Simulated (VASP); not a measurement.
All values below come from r2SCAN meta-GGA, VASP's PBE PAW potentials (set 64) (plane waves; VASP).

Input for VASP

### POSCAR
```
InGa3N4
1.0
  3.2655972184   0.0000000000   0.0000000000
 -1.6327986092   2.8280899232   0.0000000000
  0.0000000000   0.0000000000  10.7040133114
In Ga N
1 3 4
Cartesian
  0.0000000000   0.0000000000  10.6852141525
  1.6328002420   0.9426956984   2.7759313763
  1.6328002420   0.9426956984   7.8999483115
  0.0000000000   0.0000000000   5.3356877676
  1.6328002420   0.9426956984   0.8564090487
  1.6328002420   0.9426956984   5.9500013921
  0.0000000000   0.0000000000   3.3874752056
  0.0000000000   0.0000000000   8.5136164090
```

### KPOINTS
```
Automatic
0
gamma
 7 7 2
0 0 0
```

### INCAR
```
! general
SYSTEM  = InGa3N4
PREC    = Accurate
ENCUT   = 520
LREAL   = .FALSE.
LASPH   = .TRUE.

! electronic loop
EDIFF   = 1E-6
NELM    = 100
ALGO    = Normal
LMAXMIX = 4
LMIXTAU = .TRUE.

! smearing
ISMEAR  = 0
SIGMA   = 0.05

! functional
METAGGA = R2SCAN

! ions
IBRION  = 2
NSW     = 60
ISIF    = 3
EDIFFG  = -0.02

! output
LWAVE   = .FALSE.
LCHARG  = .FALSE.
```

POTCAR, in this order: In_d Ga_d N (PBE.64 set). Program: vasp_std.

Question: Predict the energy per atom (σ→0), volume per atom.

Answer: 
```
Property                         Value
---------------------  ---------------
energy per atom (σ→0)  -12.145 eV/atom
volume per atom         12.44 Å^3/atom
```

OSZICAR:
```
...
DAV:   3    -0.971605679631E+02   -0.22486E-06   -0.25329E-05  1847   0.420E-02    0.724E-03
DAV:   4    -0.971605676442E+02    0.31883E-06   -0.31929E-06  1464   0.333E-02
   8 F= -.97160568E+02 E0= -.97160568E+02  d E =-.142877E-03
       N       E                     dE             d eps       ncg     rms          rms(c)
DAV:   1    -0.971605465410E+02    0.21422E-04   -0.15446E-04  1467   0.738E-02    0.461E-03
DAV:   2    -0.971605477267E+02   -0.11857E-05   -0.94602E-06  1632   0.363E-02    0.204E-03
DAV:   3    -0.971605477035E+02    0.23214E-07   -0.75381E-07   775   0.168E-02
   9 F= -.97160548E+02 E0= -.97160548E+02  d E =-.122937E-03
```

The structure comes from a computed database's InGa3N4 entry (P3m1); how it stands against other phases isn't given here. This run relaxes it. Symmetry was kept, so distortions that lower it aren't found. The start is the result of an earlier pass.
